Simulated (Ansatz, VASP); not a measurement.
## ZrBr in two plane-wave programs

One calculation is typed for both programs; each brings its own data sets and cutoff. How far apart do they land? The structure shown is the end of the VASP relaxation below.

Calculated with Ansatz 0.2.0; plane waves, with VASP 6.6.1 beside it; single point at PBEsol and band structure at PBEsol.

### Step 1. Starting point

The cell holds 8 atoms: 4 Br and 4 Zr. Cell: a = 3.503 Å, b = 3.503 Å, c = 30.437 Å, α = 90.0°, β = 90.0°, γ = 120.0°. It derives from ZrBr. The (0 0 1) slab of ZrBr, cut from the database cell (so at first; earlier steps may have moved the atoms). Vacuum lies along c.

As a file:

```
Br Zr
1.0
     3.50310    0.00000    0.00000
    -1.75155    3.03378    0.00000
     0.00000    0.00000   30.43718
Br Zr
4 4
Direct
  0.00000 0.00000 0.24641
  0.00000 0.00000 0.44617
  0.66667 0.33333 0.55436
  0.66667 0.33333 0.75330
  0.33333 0.66667 0.30706
  0.66667 0.33333 0.38552
  0.00000 0.00000 0.61549
  0.33333 0.66667 0.69204
```

### Step 2. VASP: relaxation, PBEsol

This run makes the geometry at which the two programs are then compared.

Lines of VASP's logs that name or quote its potential files are left out, and so is its time.

Contents of INCAR:

```
SYSTEM = ZrBr
PREC = Normal
ENCUT = 300
EDIFF = 1E-05
NELM = 120
ISMEAR = 0
SIGMA = 0.05
LREAL = .FALSE.
ALGO = Fast
GGA = PS
NBANDS = 47
LORBIT = 11
LWAVE = .FALSE.
LCHARG = .FALSE.
KPAR = 2
IBRION = 2
NSW = 40
ISIF = 2
EDIFFG = -0.03
POTIM = 0.4
MAXMIX = 40
IDIPOL = 3
LDIPOL = .TRUE.
DIPOL = 0.5 0.5 0.5
```

Contents of POSCAR:

```
ZrBr
1.0
    3.5031027748      0.0000000000      0.0000000000
   -1.7515513874      3.0337759950      0.0000000000
    0.0000000000      0.0000000000     30.4371786000
Br Zr
4 4
Selective dynamics
Direct
    0.0000000000      0.0000000000      0.2464091700  F F F
    0.0000000000      0.0000000000      0.4461707400  F F F
    0.6666666700      0.3333333300      0.5538292600  T T T
    0.6666666700      0.3333333300      0.7535908300  T T T
    0.3333333300      0.6666666700      0.3070631600  F F F
    0.6666666700      0.3333333300      0.3855167600  F F F
    0.0000000000      0.0000000000      0.6144832400  T T T
    0.3333333300      0.6666666700      0.6929368400  T T T
```

Contents of KPOINTS:

```
Automatic mesh
0
Gamma
9 9 1
0 0 0
```

Potentials, in the order of the species: Br and Zr_sv (PBE family, release 64).

Launch:

```sh
mpirun -np 2 vasp_std
```

Numbers of over 12 decimals in the logs are rounded to 6 here.

What it wrote:

```text
[banner, memory and clock lines left out]
running    2 mpi-ranks, on    1 nodes
 distrk:  each k-point on    1 cores,    2 groups
 distr:  one band on    1 cores,    1 groups

 POSCAR found type information on POSCAR BrZr
 POSCAR found :  2 types and       8 ions
|                                                                             |
|               ----> ADVICE to this user running VASP <----                  |
|                                                                             |
|     You enforced a specific xc type in the INCAR file but a different       |
|     [... a line on the potential file left out ...]
|     I HOPE YOU KNOW WHAT YOU ARE DOING!                                     |
|                                                                             |

 LDA part: xc-table for (Slater+PW92), standard interpolation
 POSCAR, INCAR and KPOINTS ok, starting setup
 FFT: planning ... GRIDC
 FFT: planning ... GRID_SOFT
 FFT: planning ... GRID
 WAVECAR not read
 entering main loop
       N       E                     dE             d eps       ncg     rms          rms(c)
DAV:   1     0.523245107977E+03    0.52325E+03   -0.29873E+04  1384   0.959E+02
DAV:   2     0.754334037670E+01   -0.51570E+03   -0.50334E+03  1337   0.304E+02
DAV:   3    -0.492372635017E+02   -0.56781E+02   -0.56104E+02  1656   0.759E+01
DAV:   4    -0.549169991957E+02   -0.56797E+01   -0.56636E+01  1856   0.228E+01
DAV:   5    -0.552597079798E+02   -0.34271E+00   -0.34256E+00  1705   0.448E+00    0.237E+01
RMM:   6    -0.526242733703E+02    0.26354E+01   -0.39798E+00  1187   0.743E+00    0.101E+01
RMM:   7    -0.519972897043E+02    0.62698E+00   -0.49785E+00  1278   0.636E+00    0.187E+00
RMM:   8    -0.520516043467E+02   -0.54315E-01   -0.53899E-01  1421   0.285E+00    0.122E+00
RMM:   9    -0.521527039169E+02   -0.10110E+00   -0.19858E-01  1734   0.126E+00    0.111E+00
RMM:  10    -0.520134529648E+02    0.13925E+00   -0.69849E-02  1740   0.754E-01    0.490E-01
RMM:  11    -0.520138267317E+02   -0.37377E-03   -0.20734E-02  1817   0.489E-01    0.272E-01
RMM:  12    -0.520161129350E+02   -0.22862E-02   -0.10564E-02  1793   0.347E-01    0.208E-01
RMM:  13    -0.520143118098E+02    0.18011E-02   -0.53019E-03  1791   0.240E-01    0.790E-02
WARNING in EDDRMM: call to ZHEGV failed, returncode =   6  3     26
RMM:  14    -0.520148695227E+02   -0.55771E-03   -0.26227E-03  1831   0.171E-01    0.675E-02
RMM:  15    -0.520150862731E+02   -0.21675E-03   -0.16569E-03  1753   0.127E-01    0.350E-02
RMM:  16    -0.520153822251E+02   -0.29595E-03   -0.93868E-04  1698   0.992E-02    0.147E-02
RMM:  17    -0.520156205757E+02   -0.23835E-03   -0.60414E-04  1660   0.789E-02    0.129E-02
RMM:  18    -0.520157116642E+02   -0.91089E-04   -0.38314E-04  1462   0.604E-02    0.102E-02
RMM:  19    -0.520157767782E+02   -0.65114E-04   -0.23499E-04  1428   0.490E-02    0.636E-03
WARNING in EDDRMM: call to ZHEGV failed, returncode =   6  3     26
RMM:  20    -0.520158167570E+02   -0.39979E-04   -0.15441E-04  1220   0.397E-02    0.412E-03
RMM:  21    -0.520158417586E+02   -0.25002E-04   -0.10655E-04  1169   0.334E-02    0.314E-03
RMM:  22    -0.520158604672E+02   -0.18709E-04   -0.68041E-05  1080   0.281E-02    0.231E-03
RMM:  23    -0.520158750492E+02   -0.14582E-04   -0.46755E-05  1041   0.243E-02    0.129E-03
RMM:  24    -0.520158793250E+02   -0.42759E-05   -0.34689E-05   918   0.212E-02
   1 F= -.52015879E+02 E0= -.52014128E+02  d E =-.520159E+02
[...]
WARNING in EDDRMM: call to ZHEGV failed, returncode =   8  4     13
[...]
2 F= -.52028510E+02 E0= -.52027009E+02  d E =-.126307E-01
[...]
3 F= -.52028704E+02 E0= -.52027198E+02  d E =-.128245E-01
[...]
4 F= -.52028708E+02 E0= -.52027205E+02  d E =-.128289E-01
[...]
5 F= -.52029559E+02 E0= -.52028102E+02  d E =-.850617E-03
 ZBRENT: can't locate minimum, use default step
 trial-energy change:   -0.000851  1 .order   -0.000829   -0.000932   -0.000727
 step:   4.1031(harm=  4.6578)  dis= 0.01886  next Energy=   -52.030824 (dE=-0.212E-02)
 bond charge predicted
       N       E                     dE             d eps       ncg     rms          rms(c)
DAV:   1    -0.520292782351E+02    0.27378E-03   -0.59755E-01  1198   0.296E+00    0.349E-01
RMM:   2    -0.520307680130E+02   -0.14898E-02   -0.15188E-02  1057   0.484E-01    0.513E-02
RMM:   3    -0.520309528322E+02   -0.18482E-03   -0.21065E-03  1334   0.156E-01    0.889E-02
RMM:   4    -0.520309207298E+02    0.32102E-04   -0.45935E-04  1429   0.616E-02    0.563E-02
RMM:   5    -0.520309232364E+02   -0.25066E-05   -0.11297E-04  1112   0.279E-02    0.541E-02
RMM:   6    -0.520309230586E+02    0.17784E-06   -0.35707E-05   862   0.175E-02
   6 F= -.52030923E+02 E0= -.52029431E+02  d E =-.221482E-02
 curvature:  -2.34 expect dE=-0.150E-03 dE for cont linesearch -0.872E-04
 trial: gam=-0.14243 g(F)=  0.643E-04 g(S)=  0.000E+00 ort = 0.187E-03 (trialstep = 0.164E+01)
 search vector abs. value=  0.301E-04
 reached required accuracy - stopping structural energy minimisation
```

Parts of OUTCAR (step 2):

```text
ion  position               nearest neighbor table
   1  0.000  0.000  0.246-   5 2.74   5 2.74   5 2.74
   2  0.000  0.000  0.446-   6 2.74   6 2.74   6 2.74
   3  0.667  0.333  0.554-   7 2.74   7 2.74   7 2.74
   4  0.667  0.333  0.754-   8 2.74   8 2.74   8 2.74
   5  0.333  0.667  0.307-   1 2.74   1 2.74   1 2.74   6 3.13   6 3.13   6 3.13
   6  0.667  0.333  0.386-   2 2.74   2 2.74   2 2.74   5 3.13   5 3.13   5 3.13
   7  0.000  0.000  0.614-   3 2.74   3 2.74   3 2.74   8 3.13   8 3.13   8 3.13
   8  0.333  0.667  0.693-   4 2.74   4 2.74   4 2.74   7 3.13   7 3.13   7 3.13

  LATTYP: Found a hexagonal cell.
 ALAT       =     3.5031027748
 C/A-ratio  =     8.6886342071

 Subroutine GETGRP returns: Found 12 space group operations
 (whereof  6 operations were pure point group operations)

The static configuration has the point symmetry C_3v.
 The point group associated with its full space group is D_3d.

 Found     12 irreducible k-points:

   k-points           NKPTS =     12   k-points in BZ     NKDIM =     12   number of bands    NBANDS=     47

   dimension x,y,z NGX =    16 NGY =   16 NGZ =  140
   dimension x,y,z NGXF=    32 NGYF=   32 NGZF=  280

   ENCUT  =  300.0 eV  22.05 Ry    4.70 a.u.   4.95  4.95 42.99*2*pi/ulx,y,z

   NELECT =      76.0000    total number of electrons

 k-points in reciprocal lattice and weights: Automatic mesh
   0.00000000  0.00000000  0.00000000       0.012
   0.11111111 -0.00000000  0.00000000       0.074
   0.22222222 -0.00000000  0.00000000       0.074
   0.33333333 -0.00000000  0.00000000       0.074
   0.44444444 -0.00000000  0.00000000       0.074
   0.11111111  0.11111111  0.00000000       0.074
   0.22222222  0.11111111  0.00000000       0.148
   0.33333333  0.11111111  0.00000000       0.148
   0.44444444  0.11111111  0.00000000       0.074
   0.22222222  0.22222222  0.00000000       0.074
   0.33333333  0.22222222  0.00000000       0.148
   0.33333333  0.33333333  0.00000000       0.025

 dipolmoment           0.000000      0.000000     -0.003035 electrons x Angstroem

 average (electrostatic) potential at core
       1 -64.8700       2 -64.8900       3 -64.9300       4 -64.9160       5 -81.3564
       6 -81.3571       7 -81.4292       8 -81.4359

 E-fermi :   2.7308

 k-point     1 :       0.0000    0.0000    0.0000
  band No.  band energies     occupation
    ...
     32      -0.8475      2.00000
     33       0.2163      2.00000
     34       0.5381      2.00000
     35       0.8901      2.00000
     36       1.1870      2.00000
     37       2.8485      0.00087
     38       2.8485      0.00087
     39       3.0090      0.00000
     40       3.0090      0.00000
     41       3.3324      0.00000
    ...

 k-point     2 :       0.1111   -0.0000    0.0000
  band No.  band energies     occupation
    ...
     34       0.6496      2.00000
     35       0.9548      2.00000
     36       1.1750      2.00000
     37       2.5012      2.00000
     38       2.6607      1.95273
     39       2.8882      0.00001
     40       3.0532      0.00000
     41       3.3965      0.00000
     42       3.4672      0.00000
     43       3.5147      0.00000
    ...

 k-point     3 :       0.2222   -0.0000    0.0000
  band No.  band energies     occupation
    ...
     34       0.7181      2.00000
     35       1.0260      2.00000
     36       1.1901      2.00000
     37       1.9624      2.00000
     38       2.1134      2.00000
     39       3.1222      0.00000
     40       3.1971      0.00000
     41       3.2592      0.00000
     42       3.2974      0.00000
     43       3.7595      0.00000
    ...

  Total       -1.6270874     -1.6270874     -0.9204844     -0.0000000      0.0000000     -0.0000000
  in kB       -8.0589911     -8.0589911     -4.5591747     -0.0000000      0.0000000     -0.0000000
  external PRESSURE =      -6.8923856 kB  Pullay stress =       0.0000000 kB

  energy-cutoff  :      300.00
  volume of cell :      323.48
      direct lattice vectors                 reciprocal lattice vectors
     3.503102775  0.000000000  0.000000000     0.285461222  0.164811114  0.000000000
    -1.751551387  3.033775995  0.000000000     0.000000000  0.329622227  0.000000000
     0.000000000  0.000000000 30.437178600     0.000000000  0.000000000  0.032854556

 POSITION                                       TOTAL-FORCE (eV/Angst)
 -----------------------------------------------------------------------------------
      0.00000      0.00000      7.50000        -0.000000     -0.000000     -0.102669
      0.00000      0.00000     13.58018        -0.000000     -0.000000      0.067246
      1.75155      1.01126     16.87324        -0.000000      0.000000      0.027119
      1.75155      1.01126     22.92831        -0.000000      0.000000     -0.016848
     -0.00000      2.02252      9.34614         0.000000     -0.000000      0.518635
      1.75155      1.01126     11.73404        -0.000000      0.000000     -0.529215
      0.00000      0.00000     18.73368        -0.000000     -0.000000      0.015916
     -0.00000      2.02252     21.06373         0.000000     -0.000000      0.019816
 -----------------------------------------------------------------------------------
    total drift:                                0.000010     -0.000007     -0.003619

  FREE ENERGIE OF THE ION-ELECTRON SYSTEM (eV)
  ---------------------------------------------------
  free  energy   TOTEN  =       -52.0309230586 eV

  energy  without entropy=      -52.0279383085  energy(sigma->0) =      -52.02943068

 reached required accuracy - stopping structural energy minimisation

 vacuum level on the upper side and lower side of the slab         6.210         6.270

 total charge
# of ion       s       p       d       tot
------------------------------------------
    1        1.605   3.247   0.035   4.887
    2        1.606   3.244   0.036   4.886
    3        1.606   3.241   0.035   4.882
    4        1.606   3.243   0.033   4.882
    5        2.183   5.976   1.543   9.701
    6        2.183   5.975   1.544   9.702
    7        2.187   5.976   1.549   9.712
    8        2.187   5.976   1.548   9.711
--------------------------------------------------
tot         15.162  36.878   6.322  58.363

[... 3 further parts left out ...]
```

CONTCAR:

```
ZrBr
   1.00000000000000
     3.5031027747999999    0.0000000000000000    0.0000000000000000
    -1.7515513873999999    3.0337759950000001    0.0000000000000000
     0.0000000000000000    0.0000000000000000   30.4371785999999993
  Br              Zr
     4     4
Selective dynamics
Direct
     0.0000000000000000    0.0000000000000000    0.2464091699999997   F   F   F
     0.0000000000000000    0.0000000000000000    0.4461707399999995   F   F   F
     0.6666666699999979    0.3333333300000021    0.5543628452301007   T   T   T
     0.6666666699999979    0.3333333300000021    0.7532993851471913   T   T   T
     0.3333333300000021    0.6666666699999979    0.3070631599999984   F   F   F
     0.6666666699999979    0.3333333300000021    0.3855167600000016   F   F   F
     0.0000000000000000    0.0000000000000000    0.6154868864290932   T   T   T
     0.3333333300000021    0.6666666699999979    0.6920394502939163   T   T   T
```

[end of part 1 of 2]

[Lines on the potential files, build, host, timing and source positions are cut from VASP's logs without a mark.]

[Logs are printed without paths, hosts, clocks, repeated set-up lines and the standing remarks that a program may print on its own settings, such as how far it seeks lower states.]

[Hosts, paths, dates, database ids (printed as entryN), source tags and the programs' standing remarks are cut or masked in the printed files.]
